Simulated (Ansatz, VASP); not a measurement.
**TeP2: VASP beside Ansatz**

File INCAR:

```
PREC = Accurate
ENCUT = 520
EDIFF = 1E-7
ISMEAR = 0
SIGMA = 0.1
LREAL = F
LASPH = T
NELM = 100
ALGO = Normal
ISIF = 2
LWAVE = F
LCHARG = T
GGA = PE
LELF = T
LVHAR = T
NBANDS = 15
```

The input KPOINTS:

```
Automatic mesh
0
Gamma
  6 6 4
```

File POSCAR:

```
TeP2
1.0
    4.2208014400      0.0000000000      0.0000000000
   -2.1104007200      3.6553212700      0.0000000000
    0.0000000000      0.0000000000      4.5488541900
Te P
1 2
Direct
    0.0000000000      0.0000000000      0.0000000000
    0.3333333300      0.6666666700      0.5000000000
    0.6666666700      0.3333333300      0.5000000000
```

Input for Ansatz:

```yaml
crystal:
  lattice:
    - [4.22080144, 0.0, 0.0]
    - [-2.11040072, 3.65532127, 0.0]
    - [0.0, 0.0, 4.54885419]
  atoms:
    - { symbol: Te, position: [0.0, 0.0, 0.0] }
    - { symbol: P, position: [0.33333333, 0.66666667, 0.5] }
    - { symbol: P, position: [0.66666667, 0.33333333, 0.5] }
basis:
  ecutwfc: 420
kpoints:
  mp_grid: { grid: [6, 6, 4] }
hamiltonian:
  xc: pbe
scf:
  occupations: { method: gaussian, width: 0.1 }
  lower_state_search: "off"
output:
  forces: true
  stress: true
  eigenvalues: true
```

Change from the starting cell: species swapped into the TbSi2 type (P6/mmm, No. 191).

Alike in both runs: task single point; functional PBE; k mesh 6 × 6 × 4; occupations gaussian, width 0.1 eV; no spin polarisation.

|  | VASP | Ansatz |
| --- | --- | --- |
| version | VASP 6.6.1 | Ansatz 0.2.0 |
| potentials or method | VASP PAW PBE potentials, release 64 (Te, P) | scalar-relativistic, plane waves, PAW |
| plane-wave cutoff (eV) | 520 | 420 |
| valence electrons in the cell | 16 | 26 |

Ansatz gave:

| Item | Value |
| --- | --- |
| gap on the k mesh at the Fermi level (eV) | none |
| pressure (GPa) | -5.6 |
| largest component of the traceless stress (GPa) | 1.00 |

Task: Which values does VASP return?

Result: gap on the k mesh at the Fermi level (eV): none; pressure (GPa): -5.7; largest component of the traceless stress (GPa): 0.97.

A gap of «none» marks a metal or a gap that the smearing closes. With one functional, cell and mesh, what is left measures potentials, basis and numerics. The two sets of potentials don't hold the same shells in valence.

The runs have no spin-orbit coupling, so splittings on Te are missing.
